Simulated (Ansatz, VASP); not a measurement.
# Cross-check of Ni (Sr/Ni(100)) between VASP and Ansatz, part 2 of 2

Wanted: the spread between two codes on one cell, functional and k mesh. The cell is taken from a series of runs on this material, whose earlier steps may have relaxed, scaled, displaced or heated it; both programs get it as it stands.

VASP 6.6.1 and Ansatz 0.2.0.

So far: Set-up; Ansatz: single point, PBE.

## Step 3: VASP: single point, PBE

Level of this step: PBE, spin-polarised from a ferromagnetic start; plane waves and PAW (Ni) (VASP).

The same cell, functional, mesh and smearing now go to VASP, with its own data sets.

Lines of VASP's logs that name or quote its potential files are left out, and so is its time.

The input, INCAR:

```
SYSTEM = Ni
PREC = Accurate
ENCUT = 520
EDIFF = 1E-06
NELM = 200
ISMEAR = -1
SIGMA = 0.1
LREAL = .FALSE.
ALGO = Normal
GGA = PE
NBANDS = 114
ISPIN = 2
MAGMOM = 0.76 0.69 0.7 0.76 0.76 0.69 0.7 0.76 0.76 0.69 0.7 0.76 0.76 0.69 0.7 0.76
LASPH = .TRUE.
LMAXMIX = 4
LORBIT = 11
LWAVE = .FALSE.
LCHARG = .FALSE.
ISIF = 2
LDIPOL = .TRUE.
IDIPOL = 3
DIPOL = 0.5 0.5 0.446
LVHAR = .TRUE.
GGA_COMPAT = .FALSE.
NELMDL = -8
KPAR = 4
```

The input, POSCAR:

```
Ni
1.0
    4.9780317396      0.0000000000      0.0000000000
    0.0000000000      4.9780317396      0.0000000000
    0.0000000000      0.0000000000     26.0854539102
Ni
16
Direct
    0.2500000000      0.2500000000      0.3450198732
    0.0000000000      0.0000000000      0.4124904262
    0.2500000000      0.2500000000      0.4814173946
    0.9976007324      0.9976007324      0.5463639702
    0.2500000000      0.7500000000      0.3450198732
    0.0000000000      0.5000000000      0.4124904262
    0.2500000000      0.7500000000      0.4808082387
    0.9976007324      0.5023992676      0.5463639702
    0.7500000000      0.2500000000      0.3450198732
    0.5000000000      0.0000000000      0.4124904262
    0.7500000000      0.2500000000      0.4808082387
    0.5023992676      0.9976007324      0.5463639702
    0.7500000000      0.7500000000      0.3450198732
    0.5000000000      0.5000000000      0.4124904262
    0.7500000000      0.7500000000      0.4798374566
    0.5023992676      0.5023992676      0.5463639702
```

The input, KPOINTS:

```
Automatic mesh
0
Gamma
6 6 1
0 0 0
```

The projector-augmented-wave data sets are Ni (PBE family, release 64).

The run is started by

```
$ mpirun -np 4 vasp_std
```

Numbers of over 12 decimals in the logs are rounded to 6 here.

What it wrote:

```text
[banner, memory and clock lines left out]
running    4 mpi-ranks, on    1 nodes
 distrk:  each k-point on    1 cores,    4 groups
 distr:  one band on    1 cores,    1 groups

 POSCAR found type information on POSCAR Ni
 POSCAR found :  1 types and      16 ions
 LDA part: xc-table for (Slater+PW92), standard interpolation
 POSCAR, INCAR and KPOINTS ok, starting setup
 FFT: planning ... GRIDC
 FFT: planning ... GRID_SOFT
 FFT: planning ... GRID
 WAVECAR not read
 entering main loop
       N       E                     dE             d eps       ncg     rms          rms(c)
DAV:   1     0.115505393170E+04    0.11551E+04   -0.67333E+04  4560   0.139E+03
DAV:   2     0.130313364744E+01   -0.11538E+04   -0.10874E+04  4560   0.319E+02
DAV:   3    -0.929400744976E+02   -0.94243E+02   -0.85594E+02  4896   0.129E+02
DAV:   4    -0.954870398428E+02   -0.25470E+01   -0.25280E+01  4990   0.241E+01
DAV:   5    -0.955479946386E+02   -0.60955E-01   -0.60949E-01  6476   0.219E+00
DAV:   6    -0.955491067513E+02   -0.11121E-02   -0.11121E-02  6510   0.299E-01
DAV:   7    -0.955491627167E+02   -0.55965E-04   -0.55965E-04  6596   0.451E-02
DAV:   8    -0.955491645422E+02   -0.18255E-05   -0.18254E-05  4200   0.756E-03    0.362E+01
DAV:   9    -0.948679328279E+02    0.68123E+00   -0.13196E+02  5042   0.103E+02    0.496E+01
DAV:  10    -0.104192110709E+03   -0.93242E+01   -0.78744E+01  5152   0.146E+02    0.615E+01
DAV:  11    -0.139004142586E+03   -0.34812E+02   -0.92517E+01  5654   0.104E+02    0.860E+01
DAV:  12    -0.861023506468E+02    0.52902E+02   -0.40960E+01  6202   0.591E+01    0.357E+01
DAV:  13    -0.879711871586E+02   -0.18688E+01   -0.33537E+01  5062   0.701E+01    0.401E+01
DAV:  14    -0.834562401327E+02    0.45149E+01   -0.25207E+01  5224   0.551E+01    0.324E+01
[...]
DAV:  55    -0.811034043011E+02   -0.15710E-04   -0.37346E-08  2938   0.122E-03    0.955E-04
DAV:  56    -0.811034132271E+02   -0.89260E-05   -0.12871E-08  2936   0.859E-04    0.358E-04
DAV:  57    -0.811034170882E+02   -0.38611E-05   -0.60366E-09  2932   0.341E-04    0.305E-04
DAV:  58    -0.811034213438E+02   -0.42556E-05   -0.49868E-09  2908   0.424E-04    0.153E-04
DAV:  59    -0.811034238978E+02   -0.25539E-05   -0.18610E-09  2854   0.226E-04    0.241E-04
DAV:  60    -0.811034253046E+02   -0.14068E-05   -0.91189E-11  2882   0.200E-04    0.169E-04
DAV:  61    -0.811034263630E+02   -0.10584E-05   -0.26748E-10  2872   0.180E-04    0.822E-05
DAV:  62    -0.811034269291E+02   -0.56605E-06   -0.69537E-10  2914   0.164E-04
   1 F= -.81103427E+02 E0= -.80614017E+02  d E =-.978819E+00  mag=    10.7790
```

From OUTCAR (step 3):

```text
ion  position               nearest neighbor table
   1  0.250  0.250  0.345-   5 2.49   9 2.49   5 2.49   9 2.49  10 2.49  14 2.49   6 2.49   2 2.49

  LATTYP: Found a simple tetragonal cell.
 ALAT       =     4.9780317396
 C/A-ratio  =     5.2401140199

 Subroutine GETGRP returns: Found  8 space group operations
 (whereof  2 operations were pure point group operations)

The static configuration has the point symmetry C_1h.
 The point group associated with its full space group is C_4v.

 Found     10 irreducible k-points:

   k-points           NKPTS =     10   k-points in BZ     NKDIM =     10   number of bands    NBANDS=    114

   dimension x,y,z NGX =    40 NGY =   40 NGZ =  196
   dimension x,y,z NGXF=    80 NGYF=   80 NGZF=  392

   ENCUT  =  520.0 eV  38.22 Ry    6.18 a.u.   9.26  9.26 48.50*2*pi/ulx,y,z

   NELECT =     160.0000    total number of electrons

 k-points in reciprocal lattice and weights: Automatic mesh
   0.00000000  0.00000000  0.00000000       0.028
   0.16666667  0.00000000  0.00000000       0.111
   0.33333333  0.00000000  0.00000000       0.111
   0.50000000  0.00000000  0.00000000       0.056
   0.16666667  0.16666667  0.00000000       0.111
   0.33333333  0.16666667  0.00000000       0.222
   0.50000000  0.16666667  0.00000000       0.111
   0.33333333  0.33333333  0.00000000       0.111
   0.50000000  0.33333333  0.00000000       0.111
   0.50000000  0.50000000  0.00000000       0.028

 dipolmoment           0.000000      0.000000     -0.000149 electrons x Angstroem

 average (electrostatic) potential at core
       1 -92.0202       2 -92.3421       3 -92.3678       4 -92.0446       5 -92.0213
       6 -92.3421       7 -92.3762       8 -92.0446       9 -92.0213      10 -92.3421
      11 -92.3762      12 -92.0446      13 -92.0217      14 -92.3421      15 -92.3833
      16 -92.0446

 E-fermi :  -0.9747

 spin component 1
 k-point     1 :       0.0000    0.0000    0.0000
  band No.  band energies     occupation
    ...
     79      -1.5145      0.99550
     80      -1.4325      0.98984
     81      -1.4027      0.98635
     82      -1.1856      0.89180
     83      -1.1607      0.86529
     84      -0.8247      0.18252
     85      -0.3743      0.00246
     86      -0.3741      0.00246
     87      -0.3695      0.00235
     88      -0.3695      0.00235
    ...

 k-point     2 :       0.1667    0.0000    0.0000
  band No.  band energies     occupation
    ...
     81      -1.4912      0.99432
     82      -1.4779      0.99352
     83      -1.3168      0.96836
     84      -1.2987      0.96231
     85      -1.1112      0.79658
     86      -0.4588      0.00572
     87       0.0242      0.00005
     88       0.0252      0.00005
     89       0.0631      0.00003
     90       0.2119      0.00001
    ...

 k-point     3 :       0.3333    0.0000    0.0000
  band No.  band energies     occupation
    ...
     81      -1.5790      0.99763
     82      -1.5400      0.99651
     83      -1.4944      0.99450
     84      -1.4828      0.99382
     85      -1.4806      0.99369
     86      -0.5293      0.01150
     87       0.2705      0.00000
     88       0.4770      0.00000
     89       0.4873      0.00000
     90       1.0317      0.00000
    ...

 k-point     4 :       0.5000    0.0000    0.0000
  band No.  band energies     occupation
    ...
     82      -1.5329      0.99625
     83      -1.5314      0.99619
     84      -1.5263      0.99599
     85      -1.1498      0.85216
     86      -1.1403      0.83973
     87       0.9840      0.00000
     88       0.9970      0.00000
     89       0.9987      0.00000
     90       1.0035      0.00000
     91       1.1346      0.00000
    ...

 k-point     5 :       0.1667    0.1667    0.0000
  band No.  band energies     occupation
    ...
     83      -1.3606      0.97935
     84      -1.0484      0.67647
     85      -1.0482      0.67589
     86      -1.0261      0.62577
     87      -1.0254      0.62426
     88      -0.1585      0.00029
     89       0.4492      0.00000
     90       0.4523      0.00000
     91       0.9062      0.00000
     92       1.5323      0.00000
    ...

 k-point     6 :       0.3333    0.1667    0.0000
  band No.  band energies     occupation
    ...
     81      -1.5757      0.99755
     82      -1.5341      0.99629
     83      -1.5195      0.99571
     84      -1.5106      0.99532
     85      -1.3210      0.96962
     86      -0.8883      0.29660
     87      -0.2864      0.00102
     88      -0.2153      0.00050
     89      -0.0642      0.00011
     90       0.5135      0.00000
    ...

  Total       -7.4354199     -7.4354199     -2.8935222      0.0000000      0.0000000      0.0000000
  in kB      -18.4290250    -18.4290250     -7.1717259      0.0000000      0.0000000      0.0000000
  external PRESSURE =     -14.6765920 kB  Pullay stress =       0.0000000 kB

  energy-cutoff  :      520.00
  volume of cell :      646.42
      direct lattice vectors                 reciprocal lattice vectors
     4.978031740  0.000000000  0.000000000     0.200882608  0.000000000  0.000000000
     0.000000000  4.978031740  0.000000000     0.000000000  0.200882608  0.000000000
     0.000000000  0.000000000 26.085453910     0.000000000  0.000000000  0.038335541

 POSITION                                       TOTAL-FORCE (eV/Angst)
 -----------------------------------------------------------------------------------
      1.24451      1.24451      9.00000        -0.000000      0.000000      0.321547
      0.00000      0.00000     10.76000         0.032362      0.032362     -0.321906
      1.24451      1.24451     12.55799        -0.000000      0.000000      0.010793
      4.96609      4.96609     14.25215         0.071734      0.071734     -0.084863
      1.24451      3.73352      9.00000         0.000000      0.000000      0.324459
      0.00000      2.48902     10.76000         0.032362     -0.032362     -0.321906
      1.24451      3.73352     12.54210        -0.000000      0.000000      0.059925
      4.96609      2.50096     14.25215         0.071734     -0.071734     -0.084863
      3.73352      1.24451      9.00000        -0.000000      0.000000      0.324459
      2.48902      0.00000     10.76000        -0.032362      0.032362     -0.321906
      3.73352      1.24451     12.54210        -0.000000      0.000000      0.059925
      2.50096      4.96609     14.25215        -0.071734      0.071734     -0.084863
      3.73352      3.73352      9.00000         0.000000      0.000000      0.325010
      2.48902      2.48902     10.76000        -0.032362     -0.032362     -0.321906
      3.73352      3.73352     12.51678        -0.000000      0.000000      0.200963
      2.50096      2.50096     14.25215        -0.071734     -0.071734     -0.084863
 -----------------------------------------------------------------------------------
    total drift:                               -0.000000      0.000000      0.003105

  FREE ENERGIE OF THE ION-ELECTRON SYSTEM (eV)
  ---------------------------------------------------
  free  energy   TOTEN  =       -81.1034269291 eV

  energy  without entropy=      -80.1246075991  energy(sigma->0) =      -80.61401726

 vacuum level on the upper side and lower side of the slab         3.892         3.893

 total charge
# of ion       s       p       d       tot
------------------------------------------
    1        0.470   0.335   8.316   9.122
    2        0.491   0.489   8.310   9.289
    3        0.495   0.498   8.312   9.304
    4        0.477   0.348   8.322   9.147
    5        0.470   0.335   8.316   9.121
    6        0.491   0.489   8.310   9.289
    7        0.497   0.502   8.313   9.312
    8        0.477   0.348   8.322   9.147
    9        0.470   0.335   8.316   9.121
   10        0.491   0.489   8.310   9.289
   11        0.497   0.502   8.313   9.312
   12        0.477   0.348   8.322   9.147
   13        0.470   0.336   8.316   9.121
   14        0.491   0.489   8.310   9.289
   15        0.498   0.506   8.315   9.319
   16        0.477   0.348   8.322   9.147
--------------------------------------------------
tot          7.736   6.695 133.043 147.475

 magnetization (x)
# of ion       s       p       d       tot
------------------------------------------
    1       -0.002  -0.017   0.747   0.728
    2       -0.007  -0.024   0.682   0.651
    3       -0.007  -0.024   0.683   0.652
    4       -0.002  -0.018   0.745   0.725
    5       -0.002  -0.017   0.748   0.729
    6       -0.007  -0.024   0.682   0.651
    7       -0.007  -0.024   0.683   0.652
    8       -0.002  -0.018   0.745   0.725
    9       -0.002  -0.017   0.748   0.729
   10       -0.007  -0.024   0.682   0.651
   11       -0.007  -0.024   0.683   0.652
   12       -0.002  -0.018   0.745   0.725
   13       -0.002  -0.017   0.749   0.730
   14       -0.007  -0.024   0.682   0.651
   15       -0.007  -0.024   0.683   0.652
   16       -0.002  -0.018   0.745   0.725
--------------------------------------------------
tot         -0.074  -0.332  11.433  11.027

[... 6 further parts left out ...]
```

The magnetic state follows from one typed start and may not be the lowest.

## Step 4: Differences

Known differences besides the potentials themselves: VASP starts from the moments at which Ansatz ended; the data sets hold 288 valence electrons in Ansatz (on its default PAW (the set named soft_2) files) and 160 in VASP; the cutoff is 420 eV in Ansatz and 520 eV in VASP; site moments are counted in spheres of each program's own size. Total energies have different zeros and are not compared.

Compared:

| quantity | Ansatz | VASP | difference |
| --- | --- | --- | --- |
| total moment (μB) | 11.00 | 10.78 | +0.22 |
| moment on Ni13 (μB) | 0.76 | 0.73 | +0.03 |
| moment on Ni5 (μB) | 0.76 | 0.73 | +0.03 |
| moment on Ni9 (μB) | 0.76 | 0.73 | +0.03 |
| moment on Ni1 (μB) | 0.76 | 0.73 | +0.03 |
| moment on Ni12 (μB) | 0.76 | 0.72 | +0.03 |
| moment on Ni16 (μB) | 0.76 | 0.72 | +0.03 |
| moment on Ni8 (μB) | 0.76 | 0.72 | +0.03 |
| moment on Ni4 (μB) | 0.76 | 0.72 | +0.03 |
| work function, lower of the two faces (eV) | 4.88 | 4.87 | +0.02 |
| work function, higher of the two faces (eV) | 4.88 | 4.87 | +0.02 |

With vacuum in the cell, a pressure given here is an average over mostly empty space and none of the material.

## Step 5: Results

```json
{
 "difference in work function, higher of the two faces (single point, PBE)": "0.016 eV"
}
```

**Reading.** The difference in work function, higher of the two faces is 0.016 eV (single point, PBE). The data sets hold unlike numbers of valence electrons (288 in Ansatz and 160 in VASP), so part of the differences comes from the potentials. How closely two codes agree says nothing of how well the functional describes the real material.

[Lines on the potential files, build, host, timing and source positions are cut from VASP's logs without a mark.]

[Logs are printed without paths, hosts, clocks, repeated set-up lines and the standing remarks that a program may print on its own settings, such as how far it seeks lower states.]

[Hosts, paths, dates, database ids (printed as entryN), source tags and the programs' standing remarks are cut or masked in the printed files.]
